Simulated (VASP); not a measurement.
# BiB (Fm-3m) in VASP: single point with PBE

Aim: the single point of BiB with PBE.

All numbers are computed with VASP 6.6.1; they aren't measurements. Logs are shortened: lines on timing, memory, paths and dates and some standing lists are left out, and cuts for length are marked.

## Step 1: The structure

The structure is cubic, space group Fm-3m (No. 225). Conventional cell: a = 5.470 Å, b = 5.470 Å, c = 5.470 Å, α = 90.00°, β = 90.00°, γ = 90.00°. Around Bi (site symmetry m-3m) lie 6 B at 2.73 Å. B (site symmetry m-3m) is surrounded by 6 Bi at 2.73 Å.

The cell was built by a generator and needn't be a form met in nature.

## Step 2: Single point, PBE, non-collinear spin, zero start, spin-orbit coupling

INCAR reads:

```
PREC = Accurate ; ENCUT = 520
EDIFF = 1E-6 ; ISMEAR = 1
SIGMA = 0.0325 ; LREAL = F
LASPH = T ; NELM = 150
ALGO = Normal ; ISIF = 2
LWAVE = F ; LCHARG = T
MAGMOM = 0 0 0 0 0 0 ; LORBIT = 11
LSORBIT = T ; GGA_COMPAT = F
LORBMOM = T ; GGA = PE
LVHAR = T ; NBANDS = 30
```

KPOINTS reads:

```
regular mesh
0
Gamma
  8 8 8
```

POSCAR reads:

```
BiB
1.0
    0.0000000000      2.7349830000      2.7349830000
    2.7349830000      0.0000000000      2.7349830000
    2.7349830000      2.7349830000      0.0000000000
Bi B
1 1
Direct
    0.0000000000      0.0000000000      0.0000000000
    0.5000000000      0.5000000000      0.5000000000
```

Potentials or basis: VASP PAW PBE potentials, release 64 (Bi_d, B).

Command:

```sh
> cat potpaw_PBE.64/Bi_d/POTCAR potpaw_PBE.64/B/POTCAR > POTCAR
> mpirun -np 1 vasp_ncl > vasp.out
```

OUTCAR:

```text
PREC = Accurate
   ENCUT = 520
   EDIFF = 1E-6
   ISMEAR = 1
   LREAL = F
   LASPH = T
   NELM = 150
   ISIF = 2
   LORBIT = 11
   LSORBIT = T
   GGA = PE

 ion  position               nearest neighbor table
   1  0.000  0.000  0.000-   2 2.73   2 2.73   2 2.73   2 2.73   2 2.73   2 2.73
   2  0.500  0.500  0.500-   1 2.73   1 2.73   1 2.73   1 2.73   1 2.73   1 2.73

  LATTYP: Found a face centered cubic cell.
 ALAT       =     5.4699660000

  Lattice vectors:

 A1 = (   0.0000000000,   2.7349830000,   2.7349830000)
 A2 = (   2.7349830000,   0.0000000000,   2.7349830000)
 A3 = (   2.7349830000,   2.7349830000,   0.0000000000)

Analysis of symmetry for initial positions (statically):
=====================================================================
 Subroutine PRICEL returns:
 Original cell was already a primitive cell.

 Routine SETGRP: Setting up the symmetry group for a
 face centered cubic supercell.

 Subroutine GETGRP returns: Found 48 space group operations
 (whereof 48 operations were pure point group operations)
 out of a pool of 48 trial point group operations.

The static configuration has the point symmetry O_h .

Analysis of symmetry for dynamics (positions and initial velocities):
=====================================================================
 Subroutine PRICEL returns:
 Original cell was already a primitive cell.

 Routine SETGRP: Setting up the symmetry group for a
 face centered cubic supercell.

 Subroutine GETGRP returns: Found 48 space group operations
 (whereof 48 operations were pure point group operations)
 out of a pool of 48 trial point group operations.

The dynamic configuration has the point symmetry O_h .

Analysis of structural, dynamic, and magnetic symmetry:
=====================================================================
 Subroutine PRICEL returns:
 Original cell was already a primitive cell.

 Routine SETGRP: Setting up the symmetry group for a
 face centered cubic supercell.

 Subroutine GETGRP returns: Found 48 space group operations
 (whereof 48 operations were pure point group operations)
 out of a pool of 48 trial point group operations.

The overall configuration has the point symmetry O_h .

 Subroutine INISYM returns: Found 48 space group operations
 (whereof 48 operations are pure point group operations),
 and found     1 'primitive' translations

----------------------------------------------------------------------------------------

                                     Primitive cell

  volume of cell :      40.9161

  direct lattice vectors                    reciprocal lattice vectors
     0.000000000  2.734983000  2.734983000    -0.182816493  0.182816493  0.182816493
     2.734983000  0.000000000  2.734983000     0.182816493 -0.182816493  0.182816493
     2.734983000  2.734983000  0.000000000     0.182816493  0.182816493 -0.182816493

  length of vectors
     3.867850051  3.867850051  3.867850051     0.316647454  0.316647454  0.316647454

  position of ions in fractional coordinates (direct lattice)
     0.000000000  0.000000000  0.000000000
     0.500000000  0.500000000  0.500000000

  ion indices of the primitive-cell ions
   primitive index   ion index
                 1           1
                 2           2

----------------------------------------------------------------------------------------

 KPOINTS: regular mesh

Automatic generation of k-mesh.
 Grid dimensions read from file:
 generate k-points for:    8    8    8

 Generating k-lattice:

  Cartesian coordinates                     Fractional coordinates (reciprocal lattice)
    -0.022852062  0.022852062  0.022852062     0.125000000  0.000000000  0.000000000
     0.022852062 -0.022852062  0.022852062     0.000000000  0.125000000  0.000000000
     0.022852062  0.022852062 -0.022852062     0.000000000  0.000000000  0.125000000

  Length of vectors
[... 92 lines left out ...]

 number of electron      18.0000000 magnetization       0.0000000      0.0000000      0.0000000

 number of electron      17.9999995 magnetization      -0.0000000     -0.0000000     -0.0000000

 number of electron      17.9999995 magnetization      -0.0000000      0.0000000     -0.0000000

 number of electron      17.9999995 magnetization       0.0000000     -0.0000000      0.0000000

 Free energy of the ion-electron system (eV)
  ---------------------------------------------------
  ext. energy  EPLUGINS =         0.00000000
  ---------------------------------------------------
  free energy    TOTEN  =        -8.80746616 eV

  energy without entropy =       -8.80737614  energy(sigma->0) =       -8.80743615

 E-fermi :   6.7545     XC(G=0): -10.3956

 val. band max:        6.5947555900   @ k =   0.1250   0.1250   0.0000
 cond. band min:       6.7737881582   @ k =   0.3750   0.1250   0.0000
 fundamental gap:      0.1790325682
 Fermi energy:         6.7545287326

 k-point     1 :       0.0000    0.0000    0.0000
  band No.  band energies     occupation
      1     -17.5436      1.00000
      2     -17.5436      1.00000
      3     -17.5436      1.00000
      4     -17.5436      1.00000
      5     -14.5910      1.00000
      6     -14.5910      1.00000
[... 781 lines left out ...]
     29      17.0603      0.00000
     30      17.0603      0.00000

 [... further k-points ...]
[... 5 lines left out ...]
  --------------------------------------------------------------------------------------
  -------------------------------------------------------------------------------------
  Total       -1.5364527     -1.5364527     -1.5364527     -0.0000000      0.0000000     -0.0000000
  in kB      -60.1638883    -60.1638883    -60.1638883     -0.0000000      0.0000000     -0.0000000
  external PRESSURE =     -60.1638883 kB  Pullay stress =       0.0000000 kB

 VOLUME and BASIS-vectors are now :
 -----------------------------------------------------------------------------
  energy-cutoff  :      520.00
  volume of cell :       40.92
      direct lattice vectors                 reciprocal lattice vectors
     0.000000000  2.734983000  2.734983000    -0.182816493  0.182816493  0.182816493
     2.734983000  0.000000000  2.734983000     0.182816493 -0.182816493  0.182816493
     2.734983000  2.734983000  0.000000000     0.182816493  0.182816493 -0.182816493

 POSITION                                       TOTAL-FORCE (eV/Angst)
 -----------------------------------------------------------------------------------
      0.00000      0.00000      0.00000        -0.000000      0.000000     -0.000000
      2.73498      2.73498      2.73498         0.000000     -0.000000      0.000000
 -----------------------------------------------------------------------------------
    total drift:                               -0.000000      0.000000      0.000000

  FREE ENERGIE OF THE ION-ELECTRON SYSTEM (eV)
  ---------------------------------------------------
  free  energy   TOTEN  =        -8.8074661576 eV

  energy  without entropy=       -8.8073761360  energy(sigma->0) =       -8.80743615

 orbital moment (x)

 # of ion     p       d       tot
 ----------------------------------------
  1        -0.000   0.000  -0.000
  2         0.000   0.000   0.000
 ----------------------------------------
           -0.000   0.000   0.000

 orbital moment (y)

 # of ion     p       d       tot
 ----------------------------------------
  1        -0.000   0.000  -0.000
  2        -0.000   0.000  -0.000
 ----------------------------------------
           -0.000   0.000  -0.000

 orbital moment (z)

 # of ion     p       d       tot
 ----------------------------------------
  1         0.000   0.000   0.000
  2         0.000   0.000   0.000
 ----------------------------------------
            0.000   0.000   0.000

 Spin-Orbit-Coupling matrix elements

 Ion:    1  E_soc:     -1.4923382
 l=   1
     0.0000000    -0.1833018    -0.1833018
    -0.1833018     0.0000000    -0.1833018
    -0.1833018    -0.1833018     0.0000000
 l=   2
     0.0000000    -0.0131032     0.0000000    -0.0131032    -0.0523180
    -0.0131032     0.0000000    -0.0392385    -0.0131032    -0.0130795
     0.0000000    -0.0392385     0.0000000    -0.0392385     0.0000000
    -0.0131032    -0.0131032    -0.0392385     0.0000000    -0.0130795
    -0.0523180    -0.0130795     0.0000000    -0.0130795     0.0000000
 l=   3
     0.0000000     0.0000000     0.0000000     0.0000000     0.0000000     0.0000000     0.0000000
     0.0000000     0.0000000     0.0000000     0.0000000     0.0000000     0.0000000     0.0000000
     0.0000000     0.0000000     0.0000000     0.0000000     0.0000000     0.0000000     0.0000000
     0.0000000     0.0000000     0.0000000     0.0000000     0.0000000     0.0000000     0.0000000
     0.0000000     0.0000000     0.0000000     0.0000000     0.0000000     0.0000000     0.0000000
     0.0000000     0.0000000     0.0000000     0.0000000     0.0000000     0.0000000     0.0000000
     0.0000000     0.0000000     0.0000000     0.0000000     0.0000000     0.0000000     0.0000000

 Ion:    2  E_soc:     -0.0001115
 l=   1
     0.0000000    -0.0000186    -0.0000186
    -0.0000186     0.0000000    -0.0000186
    -0.0000186    -0.0000186     0.0000000
 l=   2
     0.0000000     0.0000000     0.0000000     0.0000000     0.0000000
     0.0000000     0.0000000     0.0000000     0.0000000     0.0000000
     0.0000000     0.0000000     0.0000000     0.0000000     0.0000000
     0.0000000     0.0000000     0.0000000     0.0000000     0.0000000
     0.0000000     0.0000000     0.0000000     0.0000000     0.0000000
 l=   3
     0.0000000     0.0000000     0.0000000     0.0000000     0.0000000     0.0000000     0.0000000
     0.0000000     0.0000000     0.0000000     0.0000000     0.0000000     0.0000000     0.0000000
     0.0000000     0.0000000     0.0000000     0.0000000     0.0000000     0.0000000     0.0000000
     0.0000000     0.0000000     0.0000000     0.0000000     0.0000000     0.0000000     0.0000000
     0.0000000     0.0000000     0.0000000     0.0000000     0.0000000     0.0000000     0.0000000
     0.0000000     0.0000000     0.0000000     0.0000000     0.0000000     0.0000000     0.0000000
     0.0000000     0.0000000     0.0000000     0.0000000     0.0000000     0.0000000     0.0000000

 total charge

# of ion       s       p       d       tot
------------------------------------------
    1        1.513   1.267   9.950  12.730
    2        0.764   0.742   0.000   1.506
--------------------------------------------------
tot          2.278   2.008   9.950  14.236

 magnetization (x)

# of ion       s       p       d       tot
------------------------------------------
    1        0.000   0.000   0.000   0.000
    2       -0.000  -0.000   0.000  -0.000
--------------------------------------------------
tot         -0.000  -0.000   0.000  -0.000

 magnetization (y)

# of ion       s       p       d       tot
------------------------------------------
    1        0.000   0.000  -0.000   0.000
    2       -0.000  -0.000   0.000  -0.000
--------------------------------------------------
tot          0.000  -0.000  -0.000  -0.000

 magnetization (z)

# of ion       s       p       d       tot
------------------------------------------
    1        0.000   0.000  -0.000   0.000
    2       -0.000   0.000   0.000  -0.000
--------------------------------------------------
tot         -0.000   0.000  -0.000  -0.000
```

Run time: 67 s. Hardware: 1 thread of Intel Xeon Platinum 8488C (Sapphire Rapids), shared host; peak memory 0.29 GiB.

What came out:

```yaml
Free_energy: -8.8075 eV
Pressure: -6.0 GPa
Net_moment: 0.00 μB per cell
Valence_electrons_inside_the_program's_atomic_spheres: Bi 12.73; B 1.51
```

Moments on the atoms (μB; x, y, z):
```
Bi  0.00 0.00 0.00
B   0.00 0.00 0.00
```
